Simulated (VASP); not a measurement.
# Al: the relaxed cell at several levels of theory

Which functional gives which lattice for Al? The starting structure is a measured crystal structure from the Crystallography Open Database. The first relaxation on each setting starts from this cell expanded by 3 % in volume.

Main program and level: VASP 6.6.1; Kohn-Sham DFT with plane waves and PAW; PBEsol, LDA, PBE, PBEsol + D3(BJ), r2SCAN, r2SCAN + rVV10, rev-vdW-DF2 and AM05.

## 1. The structure

Symmetry: Fm-3m, No. 225, cubic system. Conventional cell: a = 4.050 Å, b = 4.050 Å, c = 4.050 Å, α = 90.00°, β = 90.00°, γ = 90.00°. Al has 12 Al at 2.86 Å nearest.

## 2. Relaxation with PBEsol

PBEsol restores the gradient expansion of exchange and is tuned for the cells of solids. This run starts from the cell of an earlier relaxation, which isn't shown; the restart sets up the plane waves anew.

File INCAR:

```
SYSTEM = Al
PREC = Accurate
ENCUT = 450
EDIFF = 1E-06
NELM = 100
ISMEAR = 1
SIGMA = 0.15
LREAL = .FALSE.
ALGO = Normal
GGA = PS
NBANDS = 7
LORBIT = 11
LWAVE = .FALSE.
LCHARG = .FALSE.
KPAR = 4
IBRION = 2
NSW = 50
ISIF = 3
EDIFFG = -0.004
```

File POSCAR:

```
Al
1.0
    0.0000000000      2.0079782968      2.0079782968
    2.0079782968      0.0000000000      2.0079782968
    2.0079782968      2.0079782968      0.0000000000
Al
1
Direct
    0.0000000000      0.0000000000      0.0000000000
```

File KPOINTS:

```
Automatic mesh
0
Gamma
18 18 18
0 0 0
```

PAW data sets: Al (PBE family, release 64).

Command:

```console
> mpirun -np 4 vasp_std
```

The log of the run:

```text
[banner, memory and clock lines left out]
running    4 mpi-ranks, on    1 nodes
 distrk:  each k-point on    1 cores,    4 groups
 distr:  one band on    1 cores,    1 groups

 POSCAR found type information on POSCAR Al
 POSCAR found :  1 types and       1 ions
|                                                                             |
|               ----> ADVICE to this user running VASP <----                  |
|                                                                             |
|     You enforced a specific xc type in the INCAR file but a different       |
|     [... a line on the potential file left out ...]
|     I HOPE YOU KNOW WHAT YOU ARE DOING!                                     |
|                                                                             |

 LDA part: xc-table for (Slater+PW92), standard interpolation
 POSCAR, INCAR and KPOINTS ok, starting setup
 FFT: planning ... GRIDC
 FFT: planning ... GRID_SOFT
 FFT: planning ... GRID
 WAVECAR not read
 entering main loop
       N       E                     dE             d eps       ncg     rms          rms(c)
DAV:   1    -0.274567105339E+01   -0.27457E+01   -0.81578E+02  2786   0.203E+02
DAV:   2    -0.411026020071E+01   -0.13646E+01   -0.13356E+01  3689   0.206E+01
DAV:   3    -0.411827498576E+01   -0.80148E-02   -0.79765E-02  3766   0.173E+00
DAV:   4    -0.411829106502E+01   -0.16079E-04   -0.16078E-04  4039   0.644E-02
DAV:   5    -0.411829107813E+01   -0.13106E-07   -0.13938E-07  3976   0.142E-03    0.143E+00
DAV:   6    -0.410111181598E+01    0.17179E-01   -0.21066E-03  3626   0.218E-01    0.811E-01
DAV:   7    -0.408950843067E+01    0.11603E-01   -0.57672E-03  3437   0.348E-01    0.171E-01
DAV:   8    -0.408949336013E+01    0.15071E-04   -0.22809E-05  4144   0.365E-02    0.107E-02
DAV:   9    -0.408949261997E+01    0.74016E-06   -0.35949E-07  3668   0.303E-03
   1 F= -.40894926E+01 E0= -.40891202E+01  d E =-.408949E+01
 curvature:   0.00 expect dE= 0.000E+00 dE for cont linesearch  0.000E+00
 trial: gam= 0.00000 g(F)=  0.211E-64 g(S)=  0.893E-08 ort = 0.000E+00 (trialstep = 0.100E+01)
 search vector abs. value=  0.903E-08
 reached required accuracy - stopping structural energy minimisation
```

Wall time 7.8 s (4 MPI ranks of AMD EPYC 7R43, shared host); peak memory 0.39 GiB.

Lines that name or quote the potential files are left out of all logs, and their timing lines are given in words.

Parts of OUTCAR (step 2):

```text
ion  position               nearest neighbor table
   1  0.000  0.000  0.000-

  LATTYP: Found a face centered cubic cell.
 ALAT       =     4.0159565936

 Subroutine GETGRP returns: Found 48 space group operations
 (whereof 48 operations were pure point group operations)

The static configuration has the point symmetry O_h .

 Found    195 irreducible k-points:

   k-points           NKPTS =    195   k-points in BZ     NKDIM =    195   number of bands    NBANDS=      7

   dimension x,y,z NGX =    20 NGY =   20 NGZ =   20
   dimension x,y,z NGXF=    40 NGYF=   40 NGZF=   40

   ENCUT  =  450.0 eV  33.07 Ry    5.75 a.u.   4.91  4.91  4.91*2*pi/ulx,y,z

   NELECT =       3.0000    total number of electrons

 k-points in reciprocal lattice and weights: Automatic mesh
   0.00000000  0.00000000  0.00000000       0.000
   0.05555556  0.00000000  0.00000000       0.001
   0.11111111  0.00000000  0.00000000       0.001
   0.16666667  0.00000000  0.00000000       0.001
   0.22222222  0.00000000  0.00000000       0.001
   0.27777778  0.00000000  0.00000000       0.001
   0.33333333  0.00000000  0.00000000       0.001
   0.38888889  0.00000000  0.00000000       0.001
   0.44444444  0.00000000  0.00000000       0.001
[...]
-0.27777778  0.44444444  0.22222222       0.004
  -0.27777778  0.50000000  0.22222222       0.002

 average (electrostatic) potential at core
       1 -72.0941

 E-fermi :   8.1384

 k-point     1 :       0.0000    0.0000    0.0000
  band No.  band energies     occupation
      1      -3.1130      2.00000
      2      20.8473      0.00000
      3      20.8473      0.00000
      4      20.8473      0.00000
      5      22.4816      0.00000
      6      22.4816      0.00000
    ...

 k-point     2 :       0.0556    0.0000    0.0000
  band No.  band energies     occupation
      1      -3.0280      2.00000
      2      19.3458      0.00000
      3      20.5534      0.00000
      4      20.5534      0.00000
      5      22.9088      0.00000
      6      22.9088      0.00000
    ...

 k-point     3 :       0.1111    0.0000    0.0000
  band No.  band energies     occupation
      1      -2.7735      2.00000
      2      17.1088      0.00000
      3      20.0540      0.00000
      4      20.0540      0.00000
      5      23.0821      0.00000
      6      23.7789      0.00000
    ...

  Total        0.0002484      0.0002484      0.0002484      0.0000000     -0.0000000      0.0000000
  in kB        0.0245740      0.0245740      0.0245740      0.0000000     -0.0000000      0.0000000
  external PRESSURE =       0.0245740 kB  Pullay stress =       0.0000000 kB

  energy-cutoff  :      450.00
  volume of cell :       16.19
      direct lattice vectors                 reciprocal lattice vectors
     0.000000000  2.007978297  2.007978297    -0.249006675  0.249006675  0.249006675
     2.007978297  0.000000000  2.007978297     0.249006675 -0.249006675  0.249006675
     2.007978297  2.007978297  0.000000000     0.249006675  0.249006675 -0.249006675

 POSITION                                       TOTAL-FORCE (eV/Angst)
 -----------------------------------------------------------------------------------
      0.00000      0.00000      0.00000         0.000000     -0.000000      0.000000
 -----------------------------------------------------------------------------------
    total drift:                               -0.000000     -0.000000     -0.000000

  FREE ENERGIE OF THE ION-ELECTRON SYSTEM (eV)
  ---------------------------------------------------
  free  energy   TOTEN  =        -4.0894926200 eV

  energy  without entropy=       -4.0883752908  energy(sigma->0) =       -4.08912018

 reached required accuracy - stopping structural energy minimisation

 total charge
# of ion       s       p       d       tot
------------------------------------------
    1        0.428   0.347   0.000   0.775

[... 3 further parts left out ...]
```

This run has no spin polarisation. Its electron count is odd, so without a moment it is a metal by construction. The PAW data sets were made with PBE, which is usual practice but a small mismatch for other functionals. The run keeps the 48 symmetry operations of its start, so it cannot find a distortion of lower symmetry.

With PBEsol the relaxed cell holds 16.192 Å³ an atom, -2.49 % against the measured cell, with a = 4.016 Å. Pressures at 0.985 and 1.015 times this volume, from two more relaxations that aren't shown, give a bulk modulus of 80.8 GPa.

## 3. Relaxation with LDA

LDA, the lowest rung, knows the local density alone. This run starts from the cell of an earlier relaxation, which isn't shown; the restart sets up the plane waves anew.

Changes to INCAR since step 2:

```diff
@@ -9,3 +9,3 @@
 ALGO = Normal
-GGA = PS
+GGA = CA
 NBANDS = 7
```

File POSCAR:

```
Al
1.0
    0.0000000000      1.9923318032      1.9923318032
    1.9923318032      0.0000000000      1.9923318032
    1.9923318032      1.9923318032      0.0000000000
Al
1
Direct
    0.0000000000      0.0000000000      0.0000000000
```

KPOINTS is that of step 2.

PAW data sets: Al (LDA family, release 64).

Command:

```console
> mpirun -np 4 vasp_std
```

The log of the run:

```text
[banner, memory and clock lines left out]
running    4 mpi-ranks, on    1 nodes
[...]
LDA part: xc-table for (Slater(with rela. corr.)+CA(PZ))
 , standard interpolation
 POSCAR, INCAR and KPOINTS ok, starting setup
[...]
entering main loop
       N       E                     dE             d eps       ncg     rms          rms(c)
DAV:   1    -0.283582353581E+01   -0.28358E+01   -0.83635E+02  2856   0.206E+02
DAV:   2    -0.421097968436E+01   -0.13752E+01   -0.13538E+01  3647   0.208E+01
DAV:   3    -0.421887385145E+01   -0.78942E-02   -0.78784E-02  3738   0.169E+00
DAV:   4    -0.421888460811E+01   -0.10757E-04   -0.10755E-04  4116   0.564E-02
DAV:   5    -0.421888461062E+01   -0.25030E-08   -0.31623E-08  3731   0.766E-04    0.144E+00
DAV:   6    -0.420081668402E+01    0.18068E-01   -0.23650E-03  3591   0.221E-01    0.810E-01
DAV:   7    -0.418910824357E+01    0.11708E-01   -0.59322E-03  3423   0.344E-01    0.168E-01
DAV:   8    -0.418908423699E+01    0.24007E-04   -0.21063E-05  4221   0.334E-02    0.148E-02
DAV:   9    -0.418908401184E+01    0.22515E-06   -0.13318E-07  3640   0.186E-03
   1 F= -.41890840E+01 E0= -.41886962E+01  d E =-.418908E+01
[...]
reached required accuracy - stopping structural energy minimisation
```

Elapsed: 3.6 s, on 4 MPI ranks; peak memory 0.38 GiB; 12 s of CPU time.

From OUTCAR (step 3):

```text
  Total        0.0005007      0.0005007      0.0005007     -0.0000000      0.0000000      0.0000000
  in kB        0.0507217      0.0507217      0.0507217     -0.0000000      0.0000000      0.0000000
  external PRESSURE =       0.0507217 kB  Pullay stress =       0.0000000 kB

 POSITION                                       TOTAL-FORCE (eV/Angst)
 -----------------------------------------------------------------------------------
      0.00000      0.00000      0.00000         0.000000      0.000000      0.000000
 -----------------------------------------------------------------------------------
    total drift:                                0.000000     -0.000000     -0.000000

  FREE ENERGIE OF THE ION-ELECTRON SYSTEM (eV)
  ---------------------------------------------------
  free  energy   TOTEN  =        -4.1890840118 eV

  energy  without entropy=       -4.1879205366  energy(sigma->0) =       -4.18869619

[... 2 parts as in an earlier step ...]

[... 2 further parts left out ...]
[key lines of the parts left out:]
E-fermi :   8.2292
```

With LDA the relaxed cell holds 15.817 Å³ an atom, -4.75 % against the measured cell, with a = 3.985 Å. That is -2.32 % from PBEsol. Pressures at 0.985 and 1.015 times this volume, from two more relaxations that aren't shown, give a bulk modulus of 82.6 GPa.

## 4. Relaxation with PBE

PBE, the usual starting point, adds the gradient of the density. This run starts from the cell of an earlier relaxation, which isn't shown; the restart sets up the plane waves anew.

Changes to INCAR since step 3:

```diff
@@ -9,3 +9,3 @@
 ALGO = Normal
-GGA = CA
+GGA = PE
 NBANDS = 7
```

File POSCAR:

```
Al
1.0
    0.0000000000      2.0202826623      2.0202826623
    2.0202826623      0.0000000000      2.0202826623
    2.0202826623      2.0202826623      0.0000000000
Al
1
Direct
    0.0000000000      0.0000000000      0.0000000000
```

KPOINTS is that of step 3.

PAW data sets: Al (PBE family, release 64).

Command:

```console
> mpirun -np 4 vasp_std
```

The log of the run:

```text
[banner, memory and clock lines left out]
running    4 mpi-ranks, on    1 nodes
[...]
LDA part: xc-table for (Slater+PW92), standard interpolation
 POSCAR, INCAR and KPOINTS ok, starting setup
[...]
entering main loop
       N       E                     dE             d eps       ncg     rms          rms(c)
DAV:   1    -0.235010907652E+01   -0.23501E+01   -0.83927E+02  2793   0.207E+02
DAV:   2    -0.375774517168E+01   -0.14076E+01   -0.13531E+01  3689   0.203E+01
DAV:   3    -0.376581338064E+01   -0.80682E-02   -0.80621E-02  3647   0.173E+00
DAV:   4    -0.376583037895E+01   -0.16998E-04   -0.16998E-04  4200   0.684E-02
[...]
DAV:   8    -0.374336359672E+01    0.43167E-05   -0.16207E-05  4137   0.320E-02    0.757E-03
DAV:   9    -0.374336209780E+01    0.14989E-05   -0.85559E-07  3745   0.459E-03    0.754E-04
DAV:  10    -0.374336173526E+01    0.36253E-06   -0.36247E-09  2534   0.465E-04
   1 F= -.37433617E+01 E0= -.37430350E+01  d E =-.374336E+01
[...]
reached required accuracy - stopping structural energy minimisation
```

Elapsed: 4 s, on 4 MPI ranks; peak memory 0.39 GiB; 14 s of CPU time.

From OUTCAR (step 4):

```text
  Total        0.0001678      0.0001678      0.0001678      0.0000000      0.0000000     -0.0000000
  in kB        0.0163014      0.0163014      0.0163014      0.0000000      0.0000000     -0.0000000
  external PRESSURE =       0.0163014 kB  Pullay stress =       0.0000000 kB

 POSITION                                       TOTAL-FORCE (eV/Angst)
 -----------------------------------------------------------------------------------
      0.00000      0.00000      0.00000         0.000000      0.000000      0.000000
 -----------------------------------------------------------------------------------
    total drift:                               -0.000000     -0.000000      0.000000

  FREE ENERGIE OF THE ION-ELECTRON SYSTEM (eV)
  ---------------------------------------------------
  free  energy   TOTEN  =        -3.7433617353 eV

  energy  without entropy=       -3.7423814942  energy(sigma->0) =       -3.74303499

[... 2 parts as in an earlier step ...]

[... 2 further parts left out ...]
[key lines of the parts left out:]
E-fermi :   7.9971
```

With PBE the relaxed cell holds 16.492 Å³ an atom, -0.69 % against the measured cell, with a = 4.041 Å. That is +1.85 % from PBEsol. Pressures at 0.985 and 1.015 times this volume, from two more relaxations that aren't shown, give a bulk modulus of 76.7 GPa.

## 5. Relaxation with PBEsol + D3(BJ)

D3 with Becke-Johnson damping keeps a finite attraction at short range. This run starts from the cell of an earlier relaxation, which isn't shown; the restart sets up the plane waves anew.

Changes to INCAR since step 4:

```diff
@@ -9,3 +9,4 @@
 ALGO = Normal
-GGA = PE
+GGA = PS
+IVDW = 12
 NBANDS = 7
```

File POSCAR:

```
Al
1.0
    0.0000000000      1.9814057531      1.9814057531
    1.9814057531      0.0000000000      1.9814057531
    1.9814057531      1.9814057531      0.0000000000
Al
1
Direct
    0.0000000000      0.0000000000      0.0000000000
```

KPOINTS is that of step 4.

Command:

```console
> mpirun -np 4 vasp_std
```

The log of the run:

```text
[banner, memory and clock lines left out]
running    4 mpi-ranks, on    1 nodes
[...]
[... a notice as in an earlier step ...]

 LDA part: xc-table for (Slater+PW92), standard interpolation
 POSCAR, INCAR and KPOINTS ok, starting setup
[...]
entering main loop
       N       E                     dE             d eps       ncg     rms          rms(c)
DAV:   1    -0.278075190358E+01   -0.27808E+01   -0.79217E+02  2821   0.202E+02
DAV:   2    -0.410553600244E+01   -0.13248E+01   -0.12826E+01  3703   0.206E+01
DAV:   3    -0.411235373011E+01   -0.68177E-02   -0.68129E-02  3815   0.165E+00
DAV:   4    -0.411236669231E+01   -0.12962E-04   -0.12962E-04  4102   0.592E-02
DAV:   5    -0.411236670176E+01   -0.94556E-08   -0.99314E-08  3850   0.124E-03    0.151E+00
DAV:   6    -0.409467190460E+01    0.17695E-01   -0.18824E-03  3661   0.207E-01    0.854E-01
DAV:   7    -0.408270238754E+01    0.11970E-01   -0.52088E-03  3416   0.333E-01    0.183E-01
DAV:   8    -0.408268610390E+01    0.16284E-04   -0.22531E-05  4221   0.360E-02    0.179E-02
DAV:   9    -0.408268541284E+01    0.69106E-06   -0.30273E-07  3710   0.287E-03
   1 F= -.44196787E+01 E0= -.44193106E+01  d E =-.441968E+01
[...]
reached required accuracy - stopping structural energy minimisation
```

It took 4 s on 4 MPI ranks; peak memory 0.42 GiB; 14 s of CPU time.

Parts of OUTCAR (step 5):

```text
 Edisp (eV)   -0.33699

  Total       0.00051     0.00051     0.00051    -0.00000    -0.00000     0.00000
  in kB       0.05277     0.05277     0.05277    -0.00000    -0.00000     0.00000
  external pressure =        0.05 kB  Pullay stress =        0.00 kB

 POSITION                                       TOTAL-FORCE (eV/Angst)
 -----------------------------------------------------------------------------------
      0.00000      0.00000      0.00000         0.000000      0.000000      0.000000
 -----------------------------------------------------------------------------------
    total drift:                               -0.000000      0.000000      0.000000

  FREE ENERGIE OF THE ION-ELECTRON SYSTEM (eV)
  ---------------------------------------------------
  free  energy   TOTEN  =        -4.4196787094 eV

  energy  without entropy=       -4.4185743729  energy(sigma->0) =       -4.41931060

[... 2 parts as in an earlier step ...]

[... 2 further parts left out ...]
[key lines of the parts left out:]
E-fermi :   8.5708
```

With PBEsol + D3(BJ) the relaxed cell holds 15.558 Å³ an atom, -6.31 % against the measured cell, with a = 3.963 Å. That is -3.92 % from PBEsol. Pressures at 0.985 and 1.015 times this volume, from two more relaxations that aren't shown, give a bulk modulus of 89.7 GPa.

## 6. Relaxation with r2SCAN

r2SCAN adds the kinetic-energy density, costs more than a GGA and is run with LASPH. This run starts from the cell of an earlier relaxation, which isn't shown; the restart sets up the plane waves anew.

Changes to INCAR since step 5:

```diff
@@ -9,4 +9,4 @@
 ALGO = Normal
-GGA = PS
-IVDW = 12
+METAGGA = R2SCAN
+LASPH = .TRUE.
 NBANDS = 7
```

File POSCAR:

```
Al
1.0
    0.0000000000      1.9932273832      1.9932273832
    1.9932273832      0.0000000000      1.9932273832
    1.9932273832      1.9932273832      0.0000000000
Al
1
Direct
    0.0000000000      0.0000000000      0.0000000000
```

KPOINTS is that of step 5.

Command:

```console
> mpirun -np 4 vasp_std
```

The log of the run:

```text
[banner, memory and clock lines left out]
running    4 mpi-ranks, on    1 nodes
[...]
[... a notice as in an earlier step ...]

 LDA part: xc-table for (None), standard interpolation
 POSCAR, INCAR and KPOINTS ok, starting setup
[...]
entering main loop
       N       E                     dE             d eps       ncg     rms          rms(c)
DAV:   1    -0.539977068713E+01   -0.53998E+01   -0.81743E+02  2758   0.208E+02
DAV:   2    -0.690147725964E+01   -0.15017E+01   -0.14243E+01  3696   0.214E+01
DAV:   3    -0.691099979712E+01   -0.95225E-02   -0.95149E-02  3717   0.194E+00
DAV:   4    -0.691102929908E+01   -0.29502E-04   -0.29502E-04  4263   0.931E-02
[...]
DAV:   9    -0.673601719766E+01    0.74397E-04   -0.26213E-05  3703   0.376E-02    0.431E-02
DAV:  10    -0.673603315450E+01   -0.15957E-04   -0.54567E-07  4200   0.433E-03    0.338E-03
DAV:  11    -0.673603327188E+01   -0.11738E-06   -0.42833E-09  2114   0.521E-04
   1 F= -.67360333E+01 E0= -.67357751E+01  d E =-.673603E+01
[...]
reached required accuracy - stopping structural energy minimisation
```

It took 18 s on 4 MPI ranks; peak memory 0.38 GiB.

Parts of OUTCAR (step 6):

```text
  Total        0.0035543      0.0035543      0.0035543     -0.0000000     -0.0000000      0.0000000
  in kB        0.3595531      0.3595531      0.3595531     -0.0000000     -0.0000000      0.0000000
  external PRESSURE =       0.3595531 kB  Pullay stress =       0.0000000 kB

  FREE ENERGIE OF THE ION-ELECTRON SYSTEM (eV)
  ---------------------------------------------------
  free  energy   TOTEN  =        -6.7360332719 eV

  energy  without entropy=       -6.7352587641  energy(sigma->0) =       -6.73577510

[... 3 parts as in an earlier step ...]

[... 2 further parts left out ...]
[key lines of the parts left out:]
E-fermi :   8.4556
```

With r2SCAN the relaxed cell holds 15.838 Å³ an atom, -4.62 % against the measured cell, with a = 3.986 Å. That is -2.19 % from PBEsol. Pressures at 0.985 and 1.015 times this volume, from two more relaxations that aren't shown, give a bulk modulus of 93.0 GPa.

[end of part 1 of 2]

[Lines on the potential files, build, host, timing and source positions are cut from VASP's logs without a mark.]

[Logs are printed without paths, hosts, clocks, repeated set-up lines and the standing remarks that a program may print on its own settings, such as how far it seeks lower states.]

[Hosts, paths, dates, database ids (printed as entryN), source tags and the programs' standing remarks are cut or masked in the printed files.]
